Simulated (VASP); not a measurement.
```yaml
crystal:
  lattice:
    - [1.50458, -2.60602, 0.00000]
    - [1.50458, 2.60602, 0.00000]
    - [0.00000, 0.00000, 3.17250]
  atoms:
    - { symbol: Ti, position: [0.00000, 0.00000, 0.00000] }
    - { symbol: B, position: [0.33333, 0.66667, 0.50000] }
    - { symbol: B, position: [0.66667, 0.33333, 0.50000] }
```

All values below come from PBE GGA with D4 dispersion, VASP's PBE PAW potentials (set 64) (plane waves; VASP). Run with 520 eV cut-off, 13×13×11 Γ-centred mesh, tetrahedra with Blöchl corrections, potentials Ti_sv B.

The cores are frozen, which limits the accuracy of field gradients.

Give the principal components of the electric field gradient (V/Å²) and the asymmetry η at each nucleus.

```json
[
 {"atom": "Ti1", "Vxx": "-8.5", "Vyy": "-8.5", "Vzz": "17.1", "η": "0.00"},
 {"atom": "B2", "Vxx": "-2.1", "Vyy": "-2.1", "Vzz": "4.2", "η": "0.00"},
 {"atom": "B3", "Vxx": "-2.1", "Vyy": "-2.1", "Vzz": "4.2", "η": "0.00"}
]
```

The compound is TiB2 in the AlB2 type structure. It was relaxed first.
